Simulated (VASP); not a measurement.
Given:

```
KTaO3
1.0
    4.02750     0.00000     0.00000
    0.00000     4.02750     0.00000
    0.00000     0.00000     4.02750
K Ta O
1 1 3
Direct
  0.00000   0.00000   0.00000
  0.50000   0.50000   0.50000
  0.50000   0.00000   0.50000
  0.00000   0.50000   0.50000
  0.50000   0.50000   0.00000
```

These are r2SCAN+rVV10, VASP's PBE PAW potentials (set 64) (plane waves; VASP) values and carry that method's errors. Numerical set-up: 520 eV cut-off, 6×6×6 Γ-centred mesh, Gaussian smearing of 0.050 eV, potentials K_sv Ta_pv O.

Problem. Give the stress tensor in GPa (positive for a compressed cell).

Solution. 
```
-5.91   0.00   0.00
 0.00  -5.91   0.00
 0.00   0.00  -5.91
```
The pressure is its mean diagonal, -5.91 GPa.

The compound is KTaO3 in the cubic perovskite structure. This cell is one point of a volume scan, at 1.03 of the reference volume.
